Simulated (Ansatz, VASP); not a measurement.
## NaGaGeS4: VASP beside Ansatz

Wanted: the spread between two codes on one cell, functional and k mesh. Of the first pair: The structure shown is the start of the Ansatz relaxation below; VASP solves that cell, so the two are compared at the walk's first step.

Main program and level: Ansatz 0.2.0; plane waves, with VASP 6.6.1 beside it; single point at PBE with D3(BJ).

**1. Starting point**

The cell holds 28 atoms: 4 Ge, 4 Ga, 4 Na and 16 S. Its edges and angles: a = 8.792 Å, b = 8.792 Å, c = 8.792 Å, α = 90.0°, β = 90.0°, γ = 90.0°.

**2. Ansatz: relaxation, PBE with D3(BJ)**

Ansatz runs on its PAW soft_1 files.

The two programs are compared at the cell with which this relaxation starts, whose forces are those of its first step.

Input file input.yaml:

```yaml
crystal:
  lattice:
    - [8.7921414486, 0.0, 0.0]
    - [0.0, 8.7921414486, 0.0]
    - [0.0, 0.0, 8.7921414486]
  atoms:
    - { symbol: Ge, position: [0.018178, 0.998359, 0.957278] }
    - { symbol: Ge, position: [0.725553, 0.052376, 0.46369] }
    - { symbol: Ge, position: [0.440573, 0.54868, 0.385104] }
    - { symbol: Ge, position: [0.056024, 0.33358, 0.350104] }
    - { symbol: Ga, position: [0.826416, 0.357137, 0.740764] }
    - { symbol: Ga, position: [0.412112, 0.921537, 0.143061] }
    - { symbol: Ga, position: [0.810641, 0.609765, 0.101456] }
    - { symbol: Ga, position: [0.623017, 0.728164, 0.750475] }
    - { symbol: Na, position: [0.258151, 0.636288, 0.863003] }
    - { symbol: Na, position: [0.368906, 0.094405, 0.619729] }
    - { symbol: Na, position: [0.586453, 0.195152, 0.98525] }
    - { symbol: Na, position: [0.042308, 0.738064, 0.469543] }
    - { symbol: S, position: [0.220031, 0.056045, 0.0867] }
    - { symbol: S, position: [0.996251, 0.472718, 0.165138] }
    - { symbol: S, position: [0.724326, 0.858201, 0.594238] }
    - { symbol: S, position: [0.748849, 0.549779, 0.863838] }
    - { symbol: S, position: [0.984048, 0.417404, 0.565993] }
    - { symbol: S, position: [0.119665, 0.929324, 0.7457] }
    - { symbol: S, position: [0.327513, 0.727545, 0.249936] }
    - { symbol: S, position: [0.886353, 0.828044, 0.057308] }
    - { symbol: S, position: [0.295649, 0.360408, 0.379346] }
    - { symbol: S, position: [0.664935, 0.232229, 0.609454] }
    - { symbol: S, position: [0.646301, 0.550452, 0.259937] }
    - { symbol: S, position: [0.515941, 0.85988, 0.9362] }
    - { symbol: S, position: [0.931933, 0.129405, 0.365159] }
    - { symbol: S, position: [0.887979, 0.201251, 0.914571] }
    - { symbol: S, position: [0.554813, 0.027518, 0.306173] }
    - { symbol: S, position: [0.458295, 0.613543, 0.61182] }
  symmetry: { detect: false }
kpoints:
  mp_grid: { grid: [2, 2, 2] }
scf:
  occupations: { method: fermi_dirac, width: 0.05 }
hamiltonian:
  xc: pbe
  dispersion: d3bj
  pseudopotentials: { kind: paw, azcp: { folder: soft_1 } }
output:
  forces: true
  stress: true
relax:
  f_tol: 0.04
  max_steps: 160
  escape_saddle: false
  cell: { stress_tol: 0.4, fix: [] }
```

Launch:

```console
ansatz run input.yaml --threads 4 --pin off --max-ram 14336MiB --backend cpu --events-out ev --progress --plain --runs-dir out
```

Numbers of over 12 decimals in the logs are rounded to 6 here.

What it wrote:

```text
Engine: ansatz 0.2.0, x86_64-unknown-linux-gnu
Pseudopotentials: kind: paw
Pseudopotential: Ge, paw, valence charge 14, recommended cutoff 420 eV (normal), soft_1/Ge.paw.azcp
Pseudopotential: Ga, paw, valence charge 13, recommended cutoff 420 eV (normal), soft_1/Ga.paw.azcp
Pseudopotential: Na, paw, valence charge 9, recommended cutoff 420 eV (normal), soft_1/Na.paw.azcp
Pseudopotential: S, paw, valence charge 6, recommended cutoff 420 eV (normal), soft_1/S.paw.azcp
Functional definition: PBE
  parameter kappa = 0.804
  parameter beta = 0.066725
  exchange = pbe_x(kappa = kappa, mu = beta*pi^2/3)
  correlation = pbe_c(beta = beta)
Crystal: 28 atoms, lattice volume = 679.648 Å³
Basis set: ecut = 420 eV, 13205 PW (Γ), exchange–correlation on 120×120×120 points (8 copies of the dense FFT grid, shifted against one another)
Bands: 148, of which v1, the nominal top of the filled ones, is band 120 counted from 1 (119 counted from 0)
Symmetry: 1 space group operations
k-points: 8
Non-local potential: Ge, projectors of the file, l = 0: 2, l = 1: 2, l = 2: 3, l = 3: 1
Non-local potential: Ga, projectors of the file, l = 0: 2, l = 1: 2, l = 2: 3, l = 3: 1
Non-local potential: Na, projectors of the file, l = 0: 3, l = 1: 2, l = 2: 1
Non-local potential: S, projectors of the file, l = 0: 2, l = 1: 2, l = 2: 1
PAW form: soft (Blöchl's): semilocal exchange-correlation on the pseudo side does not see the compensation charge
PAW one-centre angular grid: Ge, 590 points (default); XC on 64 Gauss nodes
PAW one-centre angular grid: Ga, 590 points (default); XC on 64 Gauss nodes
PAW one-centre angular grid: Na, 110 points (default); XC on 64 Gauss nodes
PAW one-centre angular grid: S, 110 points (default); XC on 64 Gauss nodes
Initial density: superposition of atomic densities (chi_scale 0.1, normalization cell, long waves kept (reshape's long-wave potential 0.27 eV rms))
Initial wavefunctions: pseudopotential atomic-orbital guess
Functional: x = pbe(κ = 0.804, μ = 0.219515), c = pbe(β = 0.066725)
SCF iter   1: F=—  HF=-52707.643208 eV  |F-HF|=—  |Δ(HF+E_count)|=         —  Δρ=5.08e-2  dr2=1.84e1  ethr=3.10e-3  ⟨swp⟩=6.8  Hψ=5153  notcnv=0  defer=65
preconditioner: auto → Resta (q_TF=auto, 2.294 Å⁻¹)  ε∞=3.2  [insulator: Δε(μ)=0.919 eV  Ē_g=12.484 eV  σ=0.050 eV  W_gap=1.00  n_scr=146 (ndim 8)  ℏωp=18.5 eV  f_vac=0.065  D(μ)=0.00/eV (n_scr^D=0)  ε∞_Penn≈3.2]
SCF iter   2: F=—  HF=-52702.541723 eV  |F-HF|=—  |Δ(HF+E_count)|=    5.10e0  Δρ=2.19e-2  dr2=3.01e0  ethr=3.10e-3  ⟨swp⟩=3.0  Hψ=2439  notcnv=0  defer=168
SCF iter   3: F=—  HF=-52701.836081 eV  |F-HF|=—  |Δ(HF+E_count)|=   7.06e-1  Δρ=6.40e-3  dr2=3.22e-1  ethr=1.26e-3  ⟨swp⟩=3.6  Hψ=1879  notcnv=0  defer=168
SCF iter   4: F=—  HF=-52701.825469 eV  |F-HF|=—  |Δ(HF+E_count)|=   1.06e-2  Δρ=2.63e-3  dr2=5.78e-2  ethr=1.34e-4  ⟨swp⟩=3.5  Hψ=2417  notcnv=0  defer=166
SCF iter   5: F=—  HF=-52701.820238 eV  |F-HF|=—  |Δ(HF+E_count)|=   5.23e-3  Δρ=8.53e-4  dr2=8.51e-3  ethr=2.41e-5  ⟨swp⟩=2.0  Hψ=2004  notcnv=0  defer=166
SCF iter   6: F=—  HF=-52701.830194 eV  |F-HF|=—  |Δ(HF+E_count)|=   9.96e-3  Δρ=4.54e-4  dr2=1.91e-3  ethr=3.55e-6  ⟨swp⟩=2.0  Hψ=1748  notcnv=0  defer=166
SCF iter   7: F=—  HF=-52701.831327 eV  |F-HF|=—  |Δ(HF+E_count)|=   1.13e-3  Δρ=1.39e-4  dr2=2.91e-4  ethr=7.95e-7  ⟨swp⟩=2.0  Hψ=1990  notcnv=0  defer=166
SCF iter   8: F=—  HF=-52701.831860 eV  |F-HF|=—  |Δ(HF+E_count)|=   5.33e-4  Δρ=6.02e-5  dr2=6.93e-5  ethr=1.21e-7  ⟨swp⟩=2.0  Hψ=1983  notcnv=0  defer=166
SCF iter   9: F=—  HF=-52701.832051 eV  |F-HF|=—  |Δ(HF+E_count)|=   1.91e-4  Δρ=2.60e-5  dr2=1.16e-5  ethr=2.89e-8  ⟨swp⟩=2.0  Hψ=2135  notcnv=0  defer=166
SCF iter  10: F=—  HF=-52701.832065 eV  |F-HF|=—  |Δ(HF+E_count)|=   1.35e-5  Δρ=1.29e-5  dr2=2.64e-6  ethr=4.85e-9  ⟨swp⟩=2.0  Hψ=1948  notcnv=0  defer=166
SCF iter  11: F=—  HF=-52701.832066 eV  |F-HF|=—  |Δ(HF+E_count)|=   1.40e-6  Δρ=6.18e-6  dr2=4.90e-7  ethr=1.10e-9  ⟨swp⟩=2.0  Hψ=1947  notcnv=0  defer=166
SCF iter  12: F=-52701.832067 eV  HF=-52701.832067 eV  |F-HF|=4.95e-8  |Δ(HF+E_count)|=   6.10e-7  Δρ=2.59e-6  dr2=7.80e-8  ethr=4.17e-11  ⟨swp⟩=5.0  Hψ=4331  notcnv=0
SCF 1 converged in 12 iterations: F = -52701.832067 eV  dr2 = 7.80e-8
  greatest PAW one-centre occupation: 0.999 electrons in one spin orbital (limit 2), on the Na atom at site 9 (counted from 0), in its partial waves of l = 0
relax step   1: F+E_penalty+E_count = -52701.83206689 eV  Δ(F+E_penalty+E_count) = +0.000e0 eV  max|allowed force component| = 3.974e0 eV/Å  Δτ_max = 0.0000 Å  P = +10.429 GPa  Ω = 679.648 Å³  (12 SCF iters, dr2 threshold 1.00e-7 eV, accepted)
[...]
relax step  22: F+E_penalty+E_count = -52714.17365381 eV  Δ(F+E_penalty+E_count) = -8.457e-3 eV  max|allowed force component| = 3.281e-2 eV/Å  Δτ_max = 0.0876 Å  P = -0.005 GPa  Ω = 656.312 Å³  energy of the carried Pulay correction = +4.537e-3 eV  (9 SCF iters, accepted)
[...]
relax step  23: F+E_penalty+E_count = -52714.17655619 eV  Δ(F+E_penalty+E_count) = -2.902e-3 eV  max|allowed force component| = 3.291e-2 eV/Å  Δτ_max = 0.0000 Å  P = -0.003 GPa  Ω = 656.312 Å³  stress off target by 5.98e-2 GPa  SCF on the basis re-selected at this cell (its energy is not comparable with the rows above)  (5 SCF iters)
basis re-selected at this cell: Δ(F+E_penalty+E_count) = -2.902e-3 eV, ΔP = +0.002 GPa vs the last step (what re-selecting the basis moved, of the pressure what is left beyond the Pulay correction that the steps carried, after the strain that the cell walked since its last selection, with what the two solves' SCF thresholds leave and, on support functions, any second-order correction that the steps lacked; it is no measure of the basis error at this ecutwfc). The dense FFT grid was sized anew with the basis: this SCF ran on 64×60×60 points, the steps before it on 60×60×60, so part of this shift can come from that change (see relax.cell in the input reference). [rest of the remark cut]
SCF converged after 5 iterations
Free energy (F): -52714.176556 eV
Harris-Foulkes:  -52714.176556 eV  (|F-HF|=3.17e-8)
Internal energy: -52714.176556 eV  (E = F + TS)
E sigma→0 (E₀):  -52714.176556 eV
Entropy (-TS):   -0.000000 eV (-0.000 meV/atom)
Fermi energy:    4.911356 eV
--- Per-component energies (eV) ---
  E_band       = -2192.001842
  E_kinetic    = 2958.557266
  E_local      = -27299.328446  (includes V_loc(G=0)·N_el)
  E_nonlocal   = 2182.130202
  E_hartree    = 12668.391380
  E_xc         = -2104.746787
  E_vxc        = -1990.383222  (∫ρ·V_xc dr)
  E_paw        = -26950.593617  (= ΣΔE_a)
  E_vpaw       = -3379.769562  (= ΣTr[D̂ρ^β])
  E_aug_tail   = -0.000720  (compensation charges beyond the density's cutoff)
  E_ewald      = -14161.579280
  E_disp       = -7.006555  (pairwise vdW)
  E_smearing   = -0.000000  (= −TS)
  E_closure    = 0.000000  (closes the sum)
  Σ components = -52714.176556   (vs F -52714.176556, Δ=0.00e0)
--- Forces (eV/Å), atoms counted from 1 ---
  atom   1  Ge    -0.01198822     0.00313909     0.01802488
  atom   2  Ge    -0.01827897     0.00113057    -0.01592770
  atom   3  Ge     0.00595696    -0.00237576     0.00525294
  atom   4  Ge    -0.00315189     0.00229759    -0.01884495
  atom   5  Ga    -0.01399371    -0.02482864    -0.00366496
  atom   6  Ga    -0.02055194     0.00730525    -0.00216497
  atom   7  Ga    -0.01690327     0.00136551    -0.01366695
  atom   8  Ga     0.01850321     0.00356117    -0.00175620
  atom   9  Na    -0.00336982    -0.00515899     0.00404309
  atom  10  Na     0.01546145     0.00002615    -0.01140996
  atom  11  Na     0.01531567     0.00378289     0.00943072
  atom  12  Na    -0.00946163    -0.00266542    -0.01285654
  atom  13  S      0.00876353    -0.01220387    -0.00336061
  atom  14  S      0.00354200    -0.00182126     0.00571602
  atom  15  S     -0.00111278    -0.00139628     0.00220874
  atom  16  S      0.00136463     0.01640989     0.01546812
  atom  17  S      0.01184317     0.00788379     0.00557060
  atom  18  S     -0.00090715    -0.01238415     0.00051711
  atom  19  S     -0.00339986     0.01193588     0.00689637
  atom  20  S      0.00576353     0.00702012    -0.00547662
  atom  21  S      0.00804428    -0.01555914    -0.00755276
  atom  22  S      0.00612306     0.00575203     0.00351477
  atom  23  S      0.00025197     0.00303268     0.00366085
  atom  24  S     -0.00942747    -0.02196210    -0.00944609
  atom  25  S      0.01435590     0.00680486     0.03290647
  atom  26  S     -0.01757784     0.01045367     0.01157913
  atom  27  S      0.02216913     0.00000320    -0.00420267
  atom  28  S     -0.00733358     0.00844043    -0.01445831
  max |Σ_I F_I| component: 1.09e-5 eV/Å
--- Stress (GPa, compression-positive) ---
        0.022368      -0.042857      -0.010249
       -0.042857       0.003757       0.013403
       -0.010249       0.013403      -0.034780
  P = ⅓ Tr σ = -0.0029 GPa (-0.029 kbar)
--- Relaxed structure (22 steps of the walk, 21 accepted, 1 SCFs on fresh bases) ---
  F+E_penalty+E_count = -52714.17655619 eV   max|allowed force component| = 3.291e-2 eV/Å   (the final SCF, on the basis selected at the relaxed cell)
  cell:  # Å, volume = 656.3125 Å³
    - [9.073492, -0.553238, 0.226771]
    - [-0.553238, 8.903563, 0.432545]
    - [0.226771, 0.432545, 8.183074]
  atoms:
    - { symbol: Ge, position: [0.053030, 0.971446, 0.926804] }
    - { symbol: Ge, position: [0.700873, 0.068998, 0.464762] }
    - { symbol: Ge, position: [0.422298, 0.536953, 0.400295] }
    - { symbol: Ge, position: [0.047915, 0.378665, 0.356391] }
    - { symbol: Ga, position: [0.845821, 0.355399, 0.717241] }
    - { symbol: Ga, position: [0.421574, 0.919615, 0.141430] }
    - { symbol: Ga, position: [0.803139, 0.605508, 0.111395] }
    - { symbol: Ga, position: [0.592490, 0.693151, 0.742135] }
    - { symbol: Na, position: [0.244363, 0.647529, 0.926679] }
    - { symbol: Na, position: [0.306111, 0.176496, 0.698115] }
    - { symbol: Na, position: [0.725416, 0.094310, 0.978803] }
    - { symbol: Na, position: [0.033755, 0.843838, 0.411430] }
    - { symbol: S, position: [0.235830, 0.068689, 0.080291] }
    - { symbol: S, position: [1.006522, 0.479891, 0.108683] }
    - { symbol: S, position: [0.710468, 0.819420, 0.505911] }
    - { symbol: S, position: [0.708990, 0.506474, 0.883133] }
    - { symbol: S, position: [0.993478, 0.527521, 0.545330] }
    - { symbol: S, position: [0.127365, 0.858468, 0.726228] }
    - { symbol: S, position: [0.295035, 0.715276, 0.289162] }
    - { symbol: S, position: [0.868259, 0.860275, 0.114753] }
    - { symbol: S, position: [0.282515, 0.318464, 0.353132] }
    - { symbol: S, position: [0.632637, 0.211345, 0.658445] }
    - { symbol: S, position: [0.655176, 0.499166, 0.337831] }
    - { symbol: S, position: [0.508333, 0.873236, 0.885850] }
    - { symbol: S, position: [0.945038, 0.134048, 0.392251] }
    - { symbol: S, position: [1.013451, 0.221096, 0.853449] }
    - { symbol: S, position: [0.554210, 0.117363, 0.256751] }
    - { symbol: S, position: [0.397123, 0.524615, 0.674289] }
```

Reading the cycles: dr2 is the Hartree energy of the density residual (eV), the measure of convergence; HF is the Harris–Foulkes estimate of the energy, which meets the free energy F at convergence.

(Part 1 of 3 ends here.)

[Lines on the potential files, build, host, timing and source positions are cut from VASP's logs without a mark.]

[Logs are printed without paths, hosts, clocks, repeated set-up lines and the standing remarks that a program may print on its own settings, such as how far it seeks lower states.]

[Hosts, paths, dates, database ids (printed as entryN), source tags and the programs' standing remarks are cut or masked in the printed files.]
